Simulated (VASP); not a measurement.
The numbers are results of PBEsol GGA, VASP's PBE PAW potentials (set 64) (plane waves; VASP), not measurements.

A VASP calculation is set up with these files.

**INCAR**
```
ENCUT = 500
LREAL = .False.
ALGO = Normal   # blocked Davidson
LASPH = .True.   # aspherical one-centre terms
GGA = PS
LWAVE = .False.
ISIF = 3   # ions, shape and volume
ISMEAR = 1   # Methfessel-Paxton
SYSTEM = SnSe2
NELM = 100   # most electronic steps
EDIFF = 1E-6   # SCF stop (eV)
SIGMA = 0.1
EDIFFG = -0.02
NSW = 40
IBRION = 2
PSTRESS = 100   # kbar
LCHARG = .False.
LMAXMIX = 4   # l cut-off of mixed one-centre charges
PREC = Accurate
```

### KPOINTS
```
kpoints
0
Gamma
 9 9 6
```

File POSCAR:
```
SnSe2
1
    1.8880114111    -3.2701323914    -0.0000000000
    1.8880114111     3.2701323914     0.0000000000
    0.0000000000     0.0000000000     5.5221079005
Sn Se
1 2
Direct
  0.0000000000   0.0000000000   0.0000000000
  0.3333330000   0.6666670000   0.2871968309
  0.6666670000   0.3333330000   0.7128031691
```

POTCAR, in this order: Sn_d Se (PBE.64 set). Program: vasp_std.

The run wrote:

File OSZICAR:
```
       N       E                     dE             d eps       ncg     rms          rms(c)
DAV:   1     0.189911808792E+03    0.18991E+03   -0.12318E+04  2141   0.178E+03
DAV:   2     0.721275935078E+01   -0.18270E+03   -0.17890E+03  2253   0.402E+02
DAV:   3    -0.124334069326E+02   -0.19646E+02   -0.19060E+02  2617   0.119E+02
DAV:   4    -0.130746620231E+02   -0.64126E+00   -0.64011E+00  2621   0.218E+01
DAV:   5    -0.130878138099E+02   -0.13152E-01   -0.13150E-01  3105   0.323E+00    0.548E+00
DAV:   6    -0.128836392565E+02    0.20417E+00   -0.48762E-01  3139   0.830E+00    0.347E+00
DAV:   7    -0.128611229686E+02    0.22516E-01   -0.11938E-01  2705   0.267E+00    0.971E-01
DAV:   8    -0.128596739724E+02    0.14490E-02   -0.94663E-03  2572   0.102E+00    0.248E-01
DAV:   9    -0.128596438639E+02    0.30108E-04   -0.11090E-03  2398   0.248E-01    0.675E-02
DAV:  10    -0.128596447446E+02   -0.88069E-06   -0.10640E-04  2813   0.716E-02    0.224E-02
DAV:  11    -0.128596523642E+02   -0.76196E-05   -0.21834E-05  2378   0.314E-02    0.685E-03
DAV:  12    -0.128596525566E+02   -0.19245E-06   -0.10348E-06  1885   0.808E-03
   1 F= -.86037248E+01 E0= -.86035127E+01  d E =-.860372E+01
       N       E                     dE             d eps       ncg     rms          rms(c)
DAV:   1    -0.143029703348E+02   -0.14433E+01   -0.40826E+01  2727   0.952E+01    0.812E+00
DAV:   2    -0.128017586276E+02    0.15012E+01   -0.29855E+00  2778   0.371E+01    0.349E+00
DAV:   3    -0.124177237034E+02    0.38403E+00   -0.10336E+00  2697   0.181E+01    0.770E-01
DAV:   4    -0.124115727620E+02    0.61509E-02   -0.55239E-02  2289   0.229E+00    0.446E-01
DAV:   5    -0.124074997300E+02    0.40730E-02   -0.47792E-03  3218   0.654E-01    0.115E-01
DAV:   6    -0.124072348260E+02    0.26490E-03   -0.55262E-04  2384   0.230E-01    0.364E-02
DAV:   7    -0.124072321804E+02    0.26456E-05   -0.33247E-05  2897   0.459E-02    0.193E-02
DAV:   8    -0.124072284230E+02    0.37574E-05   -0.49245E-06  2475   0.246E-02    0.267E-03
DAV:   9    -0.124072281905E+02    0.23252E-06   -0.45538E-07  1263   0.561E-03
   2 F= -.85723031E+01 E0= -.85721670E+01  d E =0.314217E-01
       N       E                     dE             d eps       ncg     rms          rms(c)
DAV:   1    -0.132688561566E+02   -0.86163E+00   -0.13884E+01  2787   0.682E+01    0.418E+00
DAV:   2    -0.128486295335E+02    0.42023E+00   -0.75495E-01  2682   0.158E+01    0.194E+00
DAV:   3    -0.127210095045E+02    0.12762E+00   -0.38725E-01  2704   0.103E+01    0.351E-01
DAV:   4    -0.127194632334E+02    0.15463E-02   -0.18125E-02  2302   0.151E+00    0.187E-01
DAV:   5    -0.127179832162E+02    0.14800E-02   -0.13134E-03  3120   0.369E-01    0.588E-02
DAV:   6    -0.127178659775E+02    0.11724E-03   -0.15361E-04  2365   0.149E-01    0.199E-02
DAV:   7    -0.127178628215E+02    0.31561E-05   -0.82128E-06  3228   0.267E-02    0.106E-02
DAV:   8    -0.127178633633E+02   -0.54186E-06   -0.14907E-06  1624   0.169E-02
   3 F= -.86543497E+01 E0= -.86541227E+01  d E =-.506249E-01
       N       E                     dE             d eps       ncg     rms          rms(c)
DAV:   1    -0.127142250094E+02    0.36378E-02   -0.34876E-03  2767   0.988E-01    0.688E-02
DAV:   2    -0.127141114934E+02    0.11352E-03   -0.20522E-04  2722   0.269E-01    0.311E-02
DAV:   3    -0.127140800542E+02    0.31439E-04   -0.95549E-05  2699   0.165E-01    0.588E-03
DAV:   4    -0.127140802268E+02   -0.17257E-06   -0.43149E-06  2222   0.227E-02
   4 F= -.86543545E+01 E0= -.86541280E+01  d E =-.506297E-01
       N       E                     dE             d eps       ncg     rms          rms(c)
DAV:   1    -0.127059258159E+02    0.81542E-02   -0.41516E-01  2148   0.599E+00    0.398E-01
DAV:   2    -0.127039615463E+02    0.19643E-02   -0.23117E-02  2769   0.145E+00    0.190E-01
DAV:   3    -0.127030601167E+02    0.90143E-03   -0.21141E-03  2654   0.722E-01    0.641E-02
DAV:   4    -0.127029919439E+02    0.68173E-04   -0.23335E-04  3372   0.197E-01    0.238E-02
DAV:   5    -0.127029872321E+02    0.47118E-05   -0.13525E-05  2984   0.423E-02    0.777E-03
DAV:   6    -0.127029871575E+02    0.74632E-07   -0.87907E-07  1420   0.174E-02
   5 F= -.86616019E+01 E0= -.86614829E+01  d E =-.724739E-02
       N       E                     dE             d eps       ncg     rms          rms(c)
DAV:   1    -0.126884422317E+02    0.14545E-01   -0.66915E-01  2148   0.760E+00    0.511E-01
DAV:   2    -0.126852230455E+02    0.32192E-02   -0.37047E-02  2778   0.183E+00    0.243E-01
DAV:   3    -0.126837291375E+02    0.14939E-02   -0.34723E-03  2670   0.918E-01    0.805E-02
DAV:   4    -0.126836216777E+02    0.10746E-03   -0.37505E-04  3354   0.246E-01    0.300E-02
DAV:   5    -0.126836132913E+02    0.83864E-05   -0.21182E-05  3036   0.534E-02    0.994E-03
DAV:   6    -0.126836129384E+02    0.35290E-06   -0.15643E-06  1675   0.226E-02
   6 F= -.86654277E+01 E0= -.86652916E+01  d E =-.110733E-01
       N       E                     dE             d eps       ncg     rms          rms(c)
DAV:   1    -0.126784214794E+02    0.51918E-02   -0.40076E-02  2153   0.187E+00    0.126E-01
DAV:   2    -0.126782265499E+02    0.19493E-03   -0.21815E-03  2771   0.449E-01    0.603E-02
DAV:   3    -0.126781345771E+02    0.91973E-04   -0.20890E-04  2674   0.223E-01    0.200E-02
DAV:   4    -0.126781281766E+02    0.64005E-05   -0.23632E-05  3342   0.618E-02    0.728E-03
DAV:   5    -0.126781279950E+02    0.18154E-06   -0.86551E-07  1287   0.135E-02
   7 F= -.86656071E+01 E0= -.86655009E+01  d E =-.112526E-01
       N       E                     dE             d eps       ncg     rms          rms(c)
DAV:   1    -0.126891652005E+02   -0.11037E-01   -0.28973E-01  2140   0.398E+00    0.401E-01
DAV:   2    -0.126870342786E+02    0.21309E-02   -0.17138E-02  2446   0.131E+00    0.222E-01
DAV:   3    -0.126858016402E+02    0.12326E-02   -0.21792E-03  3092   0.608E-01    0.852E-02
DAV:   4    -0.126856759646E+02    0.12568E-03   -0.40399E-04  3053   0.254E-01    0.252E-02
DAV:   5    -0.126856678527E+02    0.81119E-05   -0.46114E-05  3353   0.828E-02    0.782E-03
DAV:   6    -0.126856674571E+02    0.39556E-06   -0.57381E-06  2272   0.258E-02
   8 F= -.86680777E+01 E0= -.86680579E+01  d E =-.247068E-02
       N       E                     dE             d eps       ncg     rms          rms(c)
DAV:   1    -0.127036760621E+02   -0.18008E-01   -0.70980E-01  2141   0.622E+00    0.628E-01
DAV:   2    -0.126985342274E+02    0.51418E-02   -0.41667E-02  2440   0.191E+00    0.349E-01
DAV:   3    -0.126954894114E+02    0.30448E-02   -0.52547E-03  3027   0.868E-01    0.132E-01
DAV:   4    -0.126951777573E+02    0.31165E-03   -0.87984E-04  2982   0.394E-01    0.401E-02
DAV:   5    -0.126951583659E+02    0.19391E-04   -0.11785E-04  3335   0.133E-01    0.125E-02
DAV:   6    -0.126951576354E+02    0.73052E-06   -0.15039E-05  2582   0.439E-02    0.405E-03
DAV:   7    -0.126951576527E+02   -0.17339E-07   -0.69035E-07  1199   0.117E-02
   9 F= -.86699338E+01 E0= -.86699215E+01  d E =-.432677E-02
       N       E                     dE             d eps       ncg     rms          rms(c)
DAV:   1    -0.126808862550E+02    0.14271E-01   -0.24863E-01  2572   0.639E+00    0.476E-01
DAV:   2    -0.126758959316E+02    0.49903E-02   -0.16737E-02  2649   0.192E+00    0.252E-01
DAV:   3    -0.126740437775E+02    0.18522E-02   -0.42875E-03  2697   0.111E+00    0.551E-02
DAV:   4    -0.126739992618E+02    0.44516E-04   -0.35251E-04  2864   0.195E-01    0.259E-02
DAV:   5    -0.126739882084E+02    0.11053E-04   -0.26218E-05  3045   0.670E-02    0.789E-03
DAV:   6    -0.126739884659E+02   -0.25742E-06   -0.48063E-06  2288   0.248E-02
  10 F= -.86710575E+01 E0= -.86710498E+01  d E =-.112368E-02
```

File OUTCAR:
```
------------------------ aborting loop because EDIFF is reached ----------------------------------------
  FORCE on cell =-STRESS in cart. coord.  units (eV):
  Direction    XX          YY          ZZ          XY          YZ          ZX
  --------------------------------------------------------------------------------------
  Total        4.0035602      4.0035641      3.9626803      0.0000000      0.0000000     -0.0000000
  in kB      100.0157193    100.0158155     98.9944689      0.0000000      0.0000000     -0.0000000
  external PRESSURE =      -0.3246654 kB  Pullay stress =     100.0000000 kB
  volume of cell :       64.13
      direct lattice vectors                 reciprocal lattice vectors
     1.860806082 -3.223012228  0.000000000     0.268700755 -0.155134379  0.000000000
     1.860806082  3.223012228 -0.000000000     0.268700755  0.155134379  0.000000000
    -0.000000000  0.000000000  5.346820658     0.000000000  0.000000000  0.187027032
 POSITION                                       TOTAL-FORCE (eV/Angst)
 -----------------------------------------------------------------------------------
      0.00000      0.00000     -0.00000         0.000000      0.000000      0.000000
      1.86081      1.07434      1.58843        -0.000000     -0.000000      0.016313
      1.86081     -1.07434      3.75839         0.000000      0.000000     -0.016313
 -----------------------------------------------------------------------------------
    total drift:                                0.000000     -0.000000      0.000000
  FREE ENERGIE OF THE ION-ELECTRON SYSTEM (eV)
  ---------------------------------------------------
  free  energy   TOTEN  =       -12.6739884659 eV

  energy  without entropy=      -12.6739652831  energy(sigma->0) =      -12.67398074
  enthalpy is  TOTEN    =        -8.6710574968 eV   P V=        4.0029309691

 reached required accuracy - stopping structural energy minimisation
```
(Selected blocks of OUTCAR.)

### CONTCAR
```
SnSe2
   1.00000000000000
     1.8608060822994614   -3.2230122275189399    0.0000000000000000
     1.8608060822994614    3.2230122275189399   -0.0000000000000000
    -0.0000000000000000    0.0000000000000000    5.3468206584949343
  Sn              Se
     1     2
Direct
     0.0000000000000000    0.0000000000000000    0.0000000000000000
     0.3333330000000032    0.6666669999999968    0.2970786096951945
     0.6666669999999968    0.3333330000000032    0.7029213903048053
```

Energy and stress use the plane-wave basis of the starting cell. Without a dispersion term in the relaxation, distances and binding between the weakly bound layers, chains or molecules are unreliable, and so is what depends on them.

The compound is SnSe2 in the 1T layered structure. This run relaxes it under an external pressure of 10 GPa. Symmetry was kept, so distortions that lower it aren't found.
